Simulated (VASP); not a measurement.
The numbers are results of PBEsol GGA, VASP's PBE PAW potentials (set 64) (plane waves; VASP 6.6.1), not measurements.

The input files of a VASP run:

File POSCAR:
```
AlIn3N4
1
    3.4454474769    -5.9361503833     0.0086167631
    1.7090666577     2.9601905602     0.0000000000
    0.0069505457    -0.0040128991     5.5425455624
In N Al
3 4 1
Direct
  0.3421601652   0.3421601652   0.5020157706
  0.1653654062   0.6653664062   0.9992583158
  0.8249766762   0.3249756762   0.5024669179
  0.3630325922   0.3630325922   0.8907926125
  0.1639000811   0.6639010811   0.3865075861
  0.8055001393   0.3054991393   0.8986203584
  0.6694568565   0.6694578565   0.3446116089
  0.6656060833   0.6656070833   0.0037268298
```

KPOINTS:
```
Automatic
0
G
  4 7 4
0 0 0
```

### INCAR
```
SYSTEM  =  AlIn3N4
PREC  =  Accurate; ENCUT  =  520; LREAL  =  .FALSE.
LASPH  =  .TRUE.
EDIFF  =  1E-6; NELM  =  100; ALGO  =  Normal
LMAXMIX  =  4
ISMEAR  =  0; SIGMA  =  0.05
GGA  =  PS
IBRION  =  2; NSW  =  60; ISIF  =  3
EDIFFG  =  -0.02
LWAVE  =  .FALSE.; LCHARG  =  .FALSE.
```

POTCAR, in this order: In_d N Al (PBE.64 set). Program: vasp_std.

Unless said otherwise, spin-orbit coupling is left out, though it shifts the bands of the heavy elements here.

Estimate the energy per atom (σ→0), volume per atom, band gap (on the k-mesh).

| Item | Value |
|---|---|
| energy per atom (σ→0) | -6.248 eV/atom |
| band gap (on the k-mesh) | 0.35 eV |
| volume per atom | 14.10 Å³/atom |

**OSZICAR**
```
...
       N       E                     dE             d eps       ncg     rms          rms(c)
DAV:   1    -0.499814745160E+02   -0.99608E-03   -0.10120E-01  6371   0.291E+00    0.254E-01
DAV:   2    -0.499808528053E+02    0.62171E-03   -0.38970E-03  6856   0.823E-01    0.790E-02
DAV:   3    -0.499807058543E+02    0.14695E-03   -0.31002E-04  6115   0.341E-01    0.429E-02
DAV:   4    -0.499806895607E+02    0.16294E-04   -0.11075E-04  6846   0.119E-01    0.261E-02
DAV:   5    -0.499806912557E+02   -0.16950E-05   -0.17745E-05  5177   0.419E-02    0.132E-02
DAV:   6    -0.499806914091E+02   -0.15340E-06   -0.89550E-07  2871   0.178E-02
   4 F= -.49980691E+02 E0= -.49980691E+02  d E =-.213321E-03
```

The structure was generated: AlIn3N4 was put into an ordered model structure (Pm), which need not be its known phase. This run relaxes it. Symmetry was kept, so distortions that lower it aren't found. The start is the result of an earlier pass.
